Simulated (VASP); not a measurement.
Here is a VASP 6.6.1 calculation.

INCAR

```
SYSTEM = Mg6CoSb
ALGO = Normal
EDIFF = 1E-7
ENCUT = 520
GGA = PE
ISIF = 2
ISMEAR = -1
ISPIN = 2
LASPH = .TRUE.
LCHARG = .FALSE.
LMAXMIX = 4
LORBIT = 11
LREAL = .FALSE.
LWAVE = .FALSE.
MAGMOM = 0 2 0 0 0 0 0 0
NBANDS = 27
NELM = 100
PREC = Accurate
SIGMA = 0.05
```

KPOINTS

```
k-points
0
G
  6 5 5
  0 0 0
```

Contents of POSCAR:

```
Mg6CoSb
1.0
    4.8811520000      0.0000000000      0.0000000000
    0.0000000000      3.1136065000      5.3272715000
    0.0000000000     -3.1136065000      5.3272715000
Sb Co Mg
1 1 6
Direct
    0.5000000000      0.6727890000      0.6727890000
    0.0000000000      0.8421750000      0.8421750000
    0.5000000000      0.1692510000      0.1692510000
    0.5000000000      0.6749950000      0.1474850000
    0.5000000000      0.1474850000      0.6749950000
    0.0000000000      0.3340140000      0.3340140000
    0.0000000000      0.8379730000      0.3213170000
    0.0000000000      0.3213170000      0.8379730000
```

Potentials or basis: VASP PAW PBE potentials, release 64 (Sb, Co, Mg).

Command:

```bash
$ cat potpaw_PBE.64/Sb/POTCAR potpaw_PBE.64/Co/POTCAR potpaw_PBE.64/Mg/POTCAR > POTCAR
$ mpirun -np 1 vasp_std > vasp.out
```

Question: What does it give for the net moment?

Answer: 0.94 μB per cell.

Question: Predict the band gap on the k mesh.

Answer: None (metal or under the smearing width).

Stress tensor (GPa, compression positive):
```
0.01 0.00 0.00
0.00 0.31 0.00
0.00 0.00 0.18
```

Caveat: a cell with one magnetic atom can't hold antiferromagnetic order, which such compounds often take. Spin-orbit coupling is left out, which matters for the levels of Sb.
